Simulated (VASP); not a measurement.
**Mo₂N (relaxed from the CdI2 structure, space group P-3m1): computed properties**

Method: PBEsol GGA, VASP's PBE PAW potentials (set 64) (plane waves; VASP).

| Quantity | Value |
|---|---|
| space group | P-3m1 (164) |
| cell | a = b = 2.8389 Å, c = 5.1163 Å, α = β = 90.00°, γ = 120.00° |
| volume per atom | 11.90 Å^3/atom |
| band gap (over mesh and band path) | none (metal, semimetal or under 0.01 eV) |
| density | 9.58 g/cm³ |

Mo2N is modelled in the trigonal space group P-3m1 (No. 164), the anti-CdI2 type structure, Pearson symbol hP3. Cell: a = 2.839 Å, b = 2.839 Å, c = 5.116 Å, α = 90.00°, β = 90.00°, γ = 120.00°. N on 1a is coordinated by 6 Mo at 2.128 Å (octahedral). Mo on 2d sees 3 N at 2.128 Å (trigonal pyramidal). (Neighbours: up to the widest gap in distance over summed covalent radii, below 1.35, at either atom; cation-cation and far metal-metal contacts left out.)

The structure was generated: Mo2N was put into the CdI2 type (P-3m1), which need not be its known phase. It was relaxed first, which changed the volume by +13 %. Symmetry was kept, so distortions that lower it aren't found. The electron count is odd and the run is not spin-polarised, which forces a metal.
